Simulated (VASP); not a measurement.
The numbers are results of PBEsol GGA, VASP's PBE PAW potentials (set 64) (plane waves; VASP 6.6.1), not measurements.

VASP input:

**INCAR**
```
! general
SYSTEM =Pb
PREC   =Accurate
ENCUT  =400
LREAL  =.False.
LASPH  =.True.

! electronic loop
EDIFF  =1E-7
NELM   =100
ALGO   =Normal
LMAXMIX=4

! smearing
ISMEAR =-5

! functional
GGA    =PS

! ions
ISIF   =2

! output
LWAVE  =.False.
LCHARG =.True.
LORBIT =11
NEDOS  =601
```

File KPOINTS:
```
Automatic mesh
0
Gamma
14 14 14
0 0 0
```

### POSCAR
```
Pb
1.0
  0.0000000000   2.4642490730   2.4642490730
  2.4642490730   0.0000000000   2.4642490730
  2.4642490730   2.4642490730   0.0000000000
Pb
1
Cart
  0.0000000000   0.0000000000   0.0000000000
```

POTCAR, in this order: Pb_d (PBE.64 set). Program: vasp_std.

Output of the run:

OSZICAR:
```
       N       E                     dE             d eps       ncg     rms          rms(c)
DAV:   1     0.935745267998E+02    0.93575E+02   -0.65080E+03  2317   0.125E+03
DAV:   2     0.197242392316E+00   -0.93377E+02   -0.91818E+02  2360   0.303E+02
DAV:   3    -0.392519938859E+01   -0.41224E+01   -0.40882E+01  2745   0.755E+01
DAV:   4    -0.401433302298E+01   -0.89134E-01   -0.89100E-01  2780   0.121E+01
DAV:   5    -0.401805319560E+01   -0.37202E-02   -0.37191E-02  2918   0.214E+00    0.591E-01
DAV:   6    -0.400416307145E+01    0.13890E-01   -0.20753E-02  2744   0.284E+00    0.277E-01
DAV:   7    -0.400070462251E+01    0.34584E-02   -0.82700E-03  2711   0.165E+00    0.905E-02
DAV:   8    -0.400047396832E+01    0.23065E-03   -0.33599E-04  3333   0.371E-01    0.870E-03
DAV:   9    -0.400047189567E+01    0.20726E-05   -0.57165E-06  2844   0.476E-02    0.419E-03
DAV:  10    -0.400047218080E+01   -0.28513E-06   -0.43353E-07  2578   0.794E-03    0.106E-04
DAV:  11    -0.400047217172E+01    0.90797E-08   -0.85289E-09  1372   0.102E-03
   1 F= -.40004722E+01 E0= -.40004722E+01  d E =0.000000E+00
```

### OUTCAR
```
------------------------ aborting loop because EDIFF is reached ----------------------------------------
  FORCE on cell =-STRESS in cart. coord.  units (eV):
  Direction    XX          YY          ZZ          XY          YZ          ZX
  --------------------------------------------------------------------------------------
  Total        0.0300802      0.0300802      0.0300802      0.0000000      0.0000000     -0.0000000
  in kB        1.6103000      1.6103000      1.6103000      0.0000000      0.0000000     -0.0000000
  external PRESSURE =       1.6103000 kB  Pullay stress =       0.0000000 kB
  volume of cell :       29.93
      direct lattice vectors                 reciprocal lattice vectors
     0.000000000  2.464249073  2.464249073    -0.202901568  0.202901568  0.202901568
     2.464249073  0.000000000  2.464249073     0.202901568 -0.202901568  0.202901568
     2.464249073  2.464249073  0.000000000     0.202901568  0.202901568 -0.202901568
 POSITION                                       TOTAL-FORCE (eV/Angst)
 -----------------------------------------------------------------------------------
      0.00000      0.00000      0.00000         0.000000      0.000000      0.000000
 -----------------------------------------------------------------------------------
    total drift:                                0.000000     -0.000000     -0.000000
  FREE ENERGIE OF THE ION-ELECTRON SYSTEM (eV)
  ---------------------------------------------------
  free  energy   TOTEN  =        -4.0004721717 eV

  energy  without entropy=       -4.0004721717  energy(sigma->0) =       -4.00047217

 total charge

# of ion       s       p       d       tot
------------------------------------------
    1        1.393   0.748   9.808  11.949
```
(Selected blocks of OUTCAR.)

For a metal the tetrahedron method with Blöchl corrections gives inexact stress and forces.

The compound is Pb in the fcc structure. It was relaxed first.
